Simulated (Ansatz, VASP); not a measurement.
**C (amorphous carbon): VASP beside Ansatz**

Aim: how closely do two programs agree when they are given the same cell, functional and k mesh? The cell is taken from a series of runs on this material, whose earlier steps may have relaxed, scaled, displaced or heated it; both programs get it as it stands.

Main program and level: Ansatz 0.2.0; plane waves, with VASP 6.6.1 beside it; single point at r2SCAN.

## (1) Set-up

The cell holds 111 atoms: 111 C. Its edges and angles: a = 8.867 Å, b = 8.867 Å, c = 8.867 Å, α = 90.0°, β = 90.0°, γ = 90.0°. As first built, before any earlier steps moved the atoms (in the runner's words): 111 atoms (111 C) placed at random at 3.18 g/cm^3, melted at 6000 K for 10 ps at fixed volume with the Tersoff potential (Tersoff, Phys. Rev. B 39, 5566 (1989)). Quenched from 6000 K to 300 K at 100 K/ps and fixed volume, annealed at 1500 K for 20 ps, held 5 ps.

## (2) VASP: single point, r2SCAN

A single point gives forces, pressure and levels at one fixed geometry, so differences don't come from the geometry; what else differs is listed under the comparison.

Lines of VASP's logs that name or quote its potential files are left out, and so is its time.

INCAR

```
SYSTEM = C
PREC = Accurate
ENCUT = 660
EDIFF = 1E-06
NELM = 120
ISMEAR = -1
SIGMA = 0.025
LREAL = Auto
ALGO = Normal
METAGGA = R2SCAN
LASPH = .TRUE.
NBANDS = 299
LORBIT = 11
LWAVE = .FALSE.
LCHARG = .FALSE.
ISIF = 2
GGA_COMPAT = .FALSE.
EFERMI = MIDGAP
LMIXTAU = .TRUE.
```

POSCAR

```
C
1.0
    8.8666000000      0.0000000000      0.0000000000
    0.0000000000      8.8666000000      0.0000000000
    0.0000000000      0.0000000000      8.8666000000
C
111
Direct
    0.7947100000      0.4181900000      0.3600700000
    0.9170000000      0.6915700000      0.3449100000
    0.5613900000      0.9338600000      0.3114300000
    0.7311400000      0.1088300000      0.1822900000
    0.1303800000      0.4908600000      0.2459200000
    0.0665500000      0.1687000000      0.6267400000
    0.9418400000      0.9544700000      0.7244700000
    0.2252800000      0.6117300000      0.9966600000
    0.1395200000      0.0951300000      0.8879400000
    0.7695900000      0.4149000000      0.9104400000
    0.5890600000      0.0874800000      0.2712000000
    0.4966000000      0.4382200000      0.4127300000
    0.6237400000      0.3443000000      0.3550400000
    0.8137600000      0.9284400000      0.9796000000
    0.4164000000      0.3859300000      0.8986200000
    0.0316200000      0.0937500000      0.0206800000
    0.9343600000      0.3650800000      0.4632400000
    0.8972300000      0.2212900000      0.5488800000
    0.5121400000      0.2828900000      0.8104600000
    0.5450800000      0.4873900000      0.1316100000
    0.1640900000      0.7680200000      0.5454200000
    0.7499400000      0.9819100000      0.5137800000
    0.4689600000      0.0992700000      0.1218300000
    0.1629000000      0.6038500000      0.8221100000
    0.7817400000      0.4183200000      0.7400100000
    0.8058800000      0.7630400000      0.9391800000
    0.1387000000      0.0577900000      0.3374000000
    0.6262800000      0.0433200000      0.6284900000
    0.7978300000      0.1224900000      0.4400200000
    0.3391800000      0.8474800000      0.5086900000
[... 75 atom lines left out ...]
    0.0543400000      0.0726900000      0.7419100000
    0.6742800000      0.5099800000      0.6432500000
    0.6545300000      0.5346400000      0.0007000000
    0.5726600000      0.3352600000      0.1832200000
    0.5592700000      0.8189300000      0.7700100000
    0.8262800000      0.3933300000      0.1961500000
```

KPOINTS

```
Automatic mesh
0
Gamma
2 2 2
0 0 0
```

Potentials, in the order of the species: C (PBE family, release 64).

Launch:

```sh
export OMP_NUM_THREADS=3
mpirun -np 1 vasp_std
```

Numbers of over 12 decimals in the logs are rounded to 6 here.

Log:

```text
[banner, memory and clock lines left out]
running    1 mpi-ranks, on    1 nodes
[...]
Offloading initialized ...    1 GPUs detected
[...]
|                                                                             |
|               ----> ADVICE to this user running VASP <----                  |
|                                                                             |
|     You enforced a specific xc type in the INCAR file but a different       |
|     [... a line on the potential file left out ...]
|     I HOPE YOU KNOW WHAT YOU ARE DOING!                                     |
|                                                                             |

 LDA part: xc-table for (None), standard interpolation
 POSCAR, INCAR and KPOINTS ok, starting setup
[...]
entering main loop
       N       E                     dE             d eps       ncg     rms          rms(c)
DAV:   1     0.172318247683E+04    0.17232E+04   -0.27834E+05  4784   0.180E+03
DAV:   2    -0.979532791087E+03   -0.27027E+04   -0.25477E+04  5712   0.325E+02
DAV:   3    -0.115180806305E+04   -0.17228E+03   -0.16873E+03  5864   0.739E+01
DAV:   4    -0.115627420661E+04   -0.44661E+01   -0.44323E+01  5880   0.116E+01
[...]
DAV:  18    -0.102028926620E+04    0.14384E-04   -0.17492E-04  5616   0.153E-02    0.703E-03
DAV:  19    -0.102028927040E+04   -0.41929E-05   -0.10698E-05  5680   0.583E-03    0.338E-03
DAV:  20    -0.102028927078E+04   -0.38113E-06   -0.17558E-06  3184   0.227E-03
   1 F= -.10202893E+04 E0= -.10202837E+04  d E =-.111438E-01
```

Parts of OUTCAR (step 2):

```text
  FREE ENERGIE OF THE ION-ELECTRON SYSTEM (eV)
  ---------------------------------------------------
  free  energy   TOTEN  =     -1020.2892707783 eV

  energy  without entropy=    -1020.2781270162  energy(sigma->0) =    -1020.28369890
```

The run ends at a pressure of 3.31 GPa, with forces up to 0.10 eV/Å.

## (3) Ansatz: single point, r2SCAN

Ansatz runs on its default PAW (the set named soft_2) files.

The same cell, functional, mesh and smearing now go to Ansatz, which takes its cutoff from its data sets.

input.yaml

```yaml
crystal:
  lattice:
    - [8.8666, 0.0, 0.0]
    - [0.0, 8.8666, 0.0]
    - [0.0, 0.0, 8.8666]
  atoms:
    - { symbol: C, position: [0.79471, 0.41819, 0.36007] }
    - { symbol: C, position: [0.917, 0.69157, 0.34491] }
    - { symbol: C, position: [0.56139, 0.93386, 0.31143] }
    - { symbol: C, position: [0.73114, 0.10883, 0.18229] }
    - { symbol: C, position: [0.13038, 0.49086, 0.24592] }
    - { symbol: C, position: [0.06655, 0.1687, 0.62674] }
    - { symbol: C, position: [0.94184, 0.95447, 0.72447] }
    - { symbol: C, position: [0.22528, 0.61173, 0.99666] }
    - { symbol: C, position: [0.13952, 0.09513, 0.88794] }
    - { symbol: C, position: [0.76959, 0.4149, 0.91044] }
    - { symbol: C, position: [0.58906, 0.08748, 0.2712] }
    - { symbol: C, position: [0.4966, 0.43822, 0.41273] }
    - { symbol: C, position: [0.62374, 0.3443, 0.35504] }
    - { symbol: C, position: [0.81376, 0.92844, 0.9796] }
    - { symbol: C, position: [0.4164, 0.38593, 0.89862] }
    - { symbol: C, position: [0.03162, 0.09375, 0.02068] }
    - { symbol: C, position: [0.93436, 0.36508, 0.46324] }
    - { symbol: C, position: [0.89723, 0.22129, 0.54888] }
    - { symbol: C, position: [0.51214, 0.28289, 0.81046] }
    - { symbol: C, position: [0.54508, 0.48739, 0.13161] }
    - { symbol: C, position: [0.16409, 0.76802, 0.54542] }
    - { symbol: C, position: [0.74994, 0.98191, 0.51378] }
    - { symbol: C, position: [0.46896, 0.09927, 0.12183] }
    - { symbol: C, position: [0.1629, 0.60385, 0.82211] }
    - { symbol: C, position: [0.78174, 0.41832, 0.74001] }
    - { symbol: C, position: [0.80588, 0.76304, 0.93918] }
    - { symbol: C, position: [0.1387, 0.05779, 0.3374] }
    - { symbol: C, position: [0.62628, 0.04332, 0.62849] }
    - { symbol: C, position: [0.79783, 0.12249, 0.44002] }
    - { symbol: C, position: [0.33918, 0.84748, 0.50869] }
[... 75 atom lines left out ...]
    - { symbol: C, position: [0.05434, 0.07269, 0.74191] }
    - { symbol: C, position: [0.67428, 0.50998, 0.64325] }
    - { symbol: C, position: [0.65453, 0.53464, 0.0007] }
    - { symbol: C, position: [0.57266, 0.33526, 0.18322] }
    - { symbol: C, position: [0.55927, 0.81893, 0.77001] }
    - { symbol: C, position: [0.82628, 0.39333, 0.19615] }
kpoints:
  mp_grid: { grid: [2, 2, 2] }
hamiltonian:
  xc: r2scan
scf:
  occupations: { method: fermi_dirac, width: 0.025 }
output:
  forces: true
  stress: true
  populations: true
  dos:
    method: { smearing: { sigma: 0.08 } }
    de: 0.1
    projected: { site_lists: { C: [C] } }
  eigenvalues: true
  write_density: true
  write_potential: true
  volumetric_format: npy
  elf: true
```

Launch:

```sh
ansatz run input.yaml --threads 8 --pin off --max-ram 15872MiB --backend cpu --events-out ev --progress --plain --runs-dir out
```

Log:

```text
Engine: ansatz 0.2.0, aarch64-unknown-linux-gnu
Pseudopotentials: kind: paw
Pseudopotential: C, paw, valence charge 4, recommended cutoff 500 eV (meta_gga), C.paw.azcp
Functional definition: r2SCAN
  parameter k0 = 0.174
  parameter k1 = 0.065
  parameter a1 = 4.9479
  exchange = r2scan_x(k0 = k0, k1 = k1, a1 = a1)
  correlation = r2scan_c
Crystal: 111 atoms, lattice volume = 697.062 Å³
Basis set: ecut = 500 eV, 17773 PW (Γ), exchange–correlation on 288×288×288 points (64 copies of the dense FFT grid, shifted against one another)
Bands: 333, of which v1, the nominal top of the filled ones, is band 222 counted from 1 (221 counted from 0)
Symmetry: 1 space group operations
Space group: P1 (ITA 1), of the structure as read, at distance tolerance 8.9e-5 Å
k-points: 8
Non-local potential: C, projectors of the file, l = 0: 2, l = 1: 2, l = 2: 1
PAW form: soft (Blöchl's): semilocal exchange-correlation on the pseudo side does not see the compensation charge
PAW frozen core: C, regenerated for the run's functional (the file was generated under x = pbe(κ = 0.804, μ = 0.219515), c = pbe(β = 0.066725))
PAW one-centre angular grid: C, 302 points (default); XC on 239 of its mesh's 2573 points in the sphere
Initial density: superposition of atomic densities (neutral atoms: chi_scale 0, normalization atom), corrected by the library's trained network
Initial wavefunctions: pseudopotential atomic-orbital guess
Functional: x = r2scan, c = r2scan; τ floored in thin density (d = 2e-4 eV/Å³)
SCF iter   1: F=—  HF=-27849.063566 eV  |F-HF|=—  |Δ(HF+E_count)|=         —  Δρ=2.13e-2  dr2=5.06e0  dr2_τ=2.02e1  ethr=1.77e-3  ⟨swp⟩=6.4  Hψ=11104  notcnv=0  defer=678
preconditioner: auto → Resta (q_TF=auto, 2.531 Å⁻¹)  ε∞=4.2  [insulator: Δε(μ)=0.275 eV  Ē_g=16.624 eV  σ=0.025 eV  W_gap=0.99  n_scr=178 (ndim 8)  ℏωp=29.6 eV  f_vac=0.002  D(μ)=0.25/eV (n_scr^D=0)  ε∞_Penn≈4.2]
SCF iter   2: F=—  HF=-27851.696860 eV  |F-HF|=—  |Δ(HF+E_count)|=    2.63e0  Δρ=2.16e-2  dr2=6.73e0  dr2_τ=4.92e-1  ethr=1.14e-3  ⟨swp⟩=3.0  Hψ=4916  notcnv=0  defer=806
SCF iter   3: F=—  HF=-27851.459170 eV  |F-HF|=—  |Δ(HF+E_count)|=   2.38e-1  Δρ=1.17e-2  dr2=1.45e0  dr2_τ=7.78e-2  ethr=1.14e-3  ⟨swp⟩=2.1  Hψ=2018  notcnv=0  defer=806
SCF iter   4: F=—  HF=-27851.344428 eV  |F-HF|=—  |Δ(HF+E_count)|=   1.15e-1  Δρ=4.05e-3  dr2=1.01e-1  dr2_τ=3.58e-3  ethr=3.27e-4  ⟨swp⟩=1.9  Hψ=2802  notcnv=0  defer=806
SCF iter   5: F=—  HF=-27851.339059 eV  |F-HF|=—  |Δ(HF+E_count)|=   5.37e-3  Δρ=1.57e-3  dr2=3.17e-2  dr2_τ=2.35e-3  ethr=2.27e-5  ⟨swp⟩=2.0  Hψ=3512  notcnv=0  defer=806
SCF iter   6: F=—  HF=-27851.337625 eV  |F-HF|=—  |Δ(HF+E_count)|=   1.43e-3  Δρ=7.09e-4  dr2=6.54e-3  dr2_τ=4.45e-4  ethr=7.14e-6  ⟨swp⟩=2.6  Hψ=3007  notcnv=0  defer=806
SCF iter   7: F=—  HF=-27851.337583 eV  |F-HF|=—  |Δ(HF+E_count)|=   4.22e-5  Δρ=4.14e-4  dr2=1.96e-3  dr2_τ=1.93e-4  ethr=1.47e-6  ⟨swp⟩=2.0  Hψ=2073  notcnv=0  defer=806
SCF iter   8: F=—  HF=-27851.337568 eV  |F-HF|=—  |Δ(HF+E_count)|=   1.52e-5  Δρ=1.87e-4  dr2=1.84e-4  dr2_τ=1.32e-5  ethr=4.41e-7  ⟨swp⟩=1.6  Hψ=1921  notcnv=0  defer=806
SCF iter   9: F=—  HF=-27851.337635 eV  |F-HF|=—  |Δ(HF+E_count)|=   6.78e-5  Δρ=9.23e-5  dr2=8.96e-5  dr2_τ=6.43e-6  ethr=4.15e-8  ⟨swp⟩=2.0  Hψ=2900  notcnv=0  defer=806
SCF iter  10: F=—  HF=-27851.338577 eV  |F-HF|=—  |Δ(HF+E_count)|=   9.41e-4  Δρ=3.67e-5  dr2=1.46e-5  dr2_τ=1.57e-6  ethr=2.02e-8  ⟨swp⟩=2.4  Hψ=2957  notcnv=0  defer=806
SCF iter  11: F=—  HF=-27851.338577 eV  |F-HF|=—  |Δ(HF+E_count)|=   8.10e-7  Δρ=1.42e-5  dr2=1.13e-6  dr2_τ=7.53e-8  ethr=3.28e-9  ⟨swp⟩=2.0  Hψ=2295  notcnv=0  defer=806
SCF iter  12: F=—  HF=-27851.338578 eV  |F-HF|=—  |Δ(HF+E_count)|=   5.36e-7  Δρ=5.54e-6  dr2=2.17e-7  dr2_τ=1.80e-8  ethr=2.55e-10  ⟨swp⟩=2.1  Hψ=3516  notcnv=0  defer=806
SCF iter  13: F=-27851.338578 eV  HF=-27851.338578 eV  |F-HF|=5.43e-8  |Δ(HF+E_count)|=   5.58e-8  Δρ=2.40e-6  dr2=7.71e-8  dr2_τ=6.38e-9  ethr=2.25e-11  ⟨swp⟩=21.4  Hψ=22814  notcnv=0
SCF 1 converged in 13 iterations: F = -27851.338578 eV  dr2 = 7.71e-8
  greatest PAW one-centre occupation: 0.713 electrons in one spin orbital (limit 2), on the C atom at site 59 (counted from 0), in its partial waves of l = 0
SCF converged after 13 iterations
Free energy (F): -27851.338578 eV
Harris-Foulkes:  -27851.338578 eV  (|F-HF|=5.43e-8)
Internal energy: -27851.327584 eV  (E = F + TS)
E sigma→0 (E₀):  -27851.333081 eV
Entropy (-TS):   -0.010994 eV (-0.099 meV/atom)
Fermi energy:    12.294026 eV
--- Per-component energies (eV) ---
  E_band       = 987.261104
  E_kinetic    = 10131.574571
  E_local      = -9844.334530  (includes V_loc(G=0)·N_el)
  E_nonlocal   = 2940.499987
  E_hartree    = 2693.844053
  E_xc         = -5280.304136
  E_vxc        = -7300.333656  (∫ρ·V_xc dr)
  E_paw        = -11172.462931  (= ΣΔE_a)
  E_vpaw       = -718.343279  (= ΣTr[D̂ρ^β])
[...]
k-point 7: bands = [... 218 lower, 10.9535, 11.6653, 11.9486, 12.2412, 12.3638, 12.5906, 12.7332, 13.6263, ... 107 higher]
--- Löwdin populations: 111 sites ---
  site symbol       q [e]
     0      C      3.9942
     1      C      4.0082
     2      C      3.9753
     3      C      3.9740
     4      C      3.9875
     5      C      4.0238
     6      C      3.9814
     7      C      3.9948
     8      C      3.9669
     9      C      3.9670
    10      C      3.9672
    11      C      3.9875
    12      C      3.9599
    13      C      3.9548
    14      C      3.9999
    15      C      3.9897
    16      C      3.9649
    17      C      3.9653
    18      C      4.0211
    19      C      4.0007
    20      C      3.9841
    21      C      3.9814
    22      C      3.9735
    23      C      3.9706
[...]
103      C      3.9629
   104      C      3.9773
   105      C      3.9964
   106      C      4.0283
   107      C      3.9831
   108      C      3.9247
   109      C      4.0311
   110      C      4.1269
  spilling = 0.005361 (of n_electrons = 444.000000)
```

The column dr2 measures how far the density is from self-consistency, as an energy; F and HF (Harris–Foulkes) agree once it is small.

## (4) Side by side

Known differences besides the potentials themselves: VASP keeps PBE cores, Ansatz makes them for the functional; the cutoff is 500 eV in Ansatz and 660 eV in VASP (PREC = Accurate, projectors in real space). Total energies have different zeros and are not compared.

Compared:

| quantity | Ansatz | VASP | difference |
| --- | --- | --- | --- |
| pressure (GPa) | 3.09 | 3.31 | -0.22 |
| gap on the k mesh (eV) | 0.123 | 0.121 | +0.001 |

Forces on 7 of the 111 atoms, those with the largest forces and the largest differences (eV/Å; atoms numbered as in POSCAR):

| atom | Ansatz x, y, z | VASP x, y, z |
| --- | --- | --- |
| C6 | 0.008, -0.007, 0.005 | 0.003, 0.043, -0.060 |
| C16 | -0.007, -0.016, -0.002 | -0.019, -0.058, -0.034 |
| C50 | -0.011, 0.008, 0.027 | -0.022, 0.034, 0.070 |
| C71 | 0.014, -0.008, -0.014 | 0.023, 0.060, 0.020 |
| C89 | 0.000, 0.010, 0.012 | -0.005, 0.060, 0.049 |
| C90 | -0.007, 0.007, -0.002 | -0.022, 0.055, -0.032 |
| C110 | 0.013, -0.010, 0.009 | 0.047, -0.072, 0.060 |

The forces differ by 22 meV/Å r.m.s., where the r.m.s. force is 0.006 eV/Å in Ansatz and 0.023 eV/Å in VASP: the atoms lie near their places of rest in Ansatz, so a percentage would say little (all taken over all components). A gap on the mesh is an upper bound, since the band edges may lie between its points.

## (5) Summary of results

```yaml
r_m_s_force_difference_single_point_r2scan: 22 meV/Å
```

The r.m.s. force difference is 22 meV/Å (single point, r2SCAN), beyond the 12 meV/Å picked in this series as the mark of a large difference. What causes the difference of the single point, r2SCAN pair stays open here. Such differences can come from data sets, numerical settings and the points named under the comparisons, not from the functional's error against experiment.

[Lines on the potential files, build, host, timing and source positions are cut from VASP's logs without a mark.]

[Logs are printed without paths, hosts, clocks, repeated set-up lines and the standing remarks that a program may print on its own settings, such as how far it seeks lower states.]

[Hosts, paths, dates, database ids (printed as entryN), source tags and the programs' standing remarks are cut or masked in the printed files.]
